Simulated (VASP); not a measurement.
VASP ran on this input.

### KPOINTS
```
Automatic mesh
0
Gamma
4 4 4
0 0 0
```

INCAR:
```
SYSTEM = Al2Ga2Sb4
PREC = Accurate
ENCUT = 400
EDIFF = 1E-7
NELM = 100
ALGO = Normal
LREAL = .FALSE.
LASPH = .TRUE.
ISMEAR = -5
GGA = PS
LMAXMIX = 4
LWAVE = .FALSE.
LCHARG = .TRUE.
LORBIT = 11
NEDOS = 601
ISIF = 2
LEFG = .TRUE.
```

POSCAR:
```
Al2Ga2Sb4
1
    6.1391987688     0.0000000000     0.0000000000
    0.0000000000     6.1391987688     0.0000000000
    0.0000000000    -0.0000000000     6.1372604337
Ga Sb Al
2 4 2
Direct
  0.0000000000   0.0000000000   0.0000000000
  0.5000000000   0.5000000000   0.0000000000
  0.2500000000   0.2500000000   0.2483411408
  0.7500000000   0.7500000000   0.2483411408
  0.7500000000   0.2500000000   0.7516588592
  0.2500000000   0.7500000000   0.7516588592
  0.5000000000   1.0000000000   0.5000000000
  0.0000000000   0.5000000000   0.5000000000
```

POTCAR, in this order: Ga_d Sb Al (PBE.64 set). Program: vasp_std.

Task: Translate this PBEsol calculation to Quantum ESPRESSO's pw.x.

Result: One equivalent input (not run):
```
&CONTROL
  calculation = 'scf'
  pseudo_dir = './pseudo'
  outdir = './out'
  tprnfor = .true.
  tstress = .true.
/
&SYSTEM
  ibrav = 0
  nat = 8
  ntyp = 3
  ecutwfc = 80
  occupations = 'tetrahedra'
  input_dft = 'pbesol'
/
&ELECTRONS
  conv_thr = 7.3e-09
  electron_maxstep = 100
/
ATOMIC_SPECIES
  Ga 69.723 Ga.upf
  Sb 121.760 Sb.upf
  Al 26.982 Al.upf
CELL_PARAMETERS angstrom
     6.1391988    0.0000000    0.0000000
     0.0000000    6.1391988    0.0000000
     0.0000000   -0.0000000    6.1372604
ATOMIC_POSITIONS crystal
  Ga   0.0000000  0.0000000  0.0000000
  Ga   0.5000000  0.5000000  0.0000000
  Sb   0.2500000  0.2500000  0.2483411
  Sb   0.7500000  0.7500000  0.2483411
  Sb   0.7500000  0.2500000  0.7516589
  Sb   0.2500000  0.7500000  0.7516589
  Al   0.5000000  1.0000000  0.5000000
  Al   0.0000000  0.5000000  0.5000000
K_POINTS automatic
  4 4 4 0 0 0
```
The two are equivalent in intent, not identical: the potentials are each code's own (VASP's PAW set, PseudoDojo norm-conserving files in pw.x), so ENCUT and ecutwfc are chosen apart and not converted; conv_thr bounds pw.x's estimated SCF error, while EDIFF bounds the energy change between steps; the field gradients of LEFG aren't asked of the other code.

The structure was generated: Al2Ga2Sb4 was put into an ordered model structure (P-4m2), which need not be its known phase. It was relaxed first.
